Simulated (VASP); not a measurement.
Input of a VASP 6.6.1 run:

INCAR

```
SYSTEM = Na3TeH
PREC     = Accurate       ! precision mode
ENCUT    = 300            ! plane-wave cutoff, eV
EDIFF    = 1E-6           ! SCF threshold, eV
ISMEAR   = 0              ! smearing method
SIGMA    = 0.03           ! smearing width, eV
LREAL    = .False.        ! projectors in reciprocal space
LASPH    = .True.         ! aspherical terms in the spheres
NELM     = 80             ! most SCF steps
ALGO     = Normal         ! electronic algorithm
ISIF     = 3              ! what is computed and relaxed
LWAVE    = .False.        ! write WAVECAR
LCHARG   = .False.        ! write CHGCAR
GGA      = PE             ! functional
IBRION   = 2              ! ionic algorithm
NSW      = 90             ! ionic steps
EDIFFG   = -0.01          ! ionic threshold
```

KPOINTS

```
Automatic mesh
0
Gamma
  3 3 3
  0 0 0
```

POSCAR

```
Na3TeH
1.0
    4.7671700000      0.0000000000      0.0000000000
    0.0000000000      4.7671700000      0.0000000000
    0.0000000000      0.0000000000      4.7671700000
Na Te H
3 1 1
Direct
    0.5000000000      0.0000000000      0.5000000000
    0.0000000000      0.5000000000      0.5000000000
    0.5000000000      0.5000000000      0.0000000000
    0.0000000000      0.0000000000      0.0000000000
    0.5000000000      0.5000000000      0.5000000000
```

Potentials or basis: VASP PAW PBE potentials, release 64 (Na_pv, Te, H_s).

Command:

```bash
$ cat potpaw_PBE.64/Na_pv/POTCAR potpaw_PBE.64/Te/POTCAR potpaw_PBE.64/H_s/POTCAR > POTCAR
$ mpirun -np 1 vasp_std > vasp.out
```

(1) What does it give for the band gap on the k mesh?

## Answers

(1) 3.03 eV, indirect (least direct gap 3.17 eV).

Caveat: the k mesh is coarse (spacing up to 0.44 Å⁻¹), so the values aren't converged; the relaxation stopped at its first step, so nothing moved; spin-orbit coupling is left out, which moves the levels of the heavy elements; an odd mesh through Γ misses points on the zone boundary, where band edges often lie.
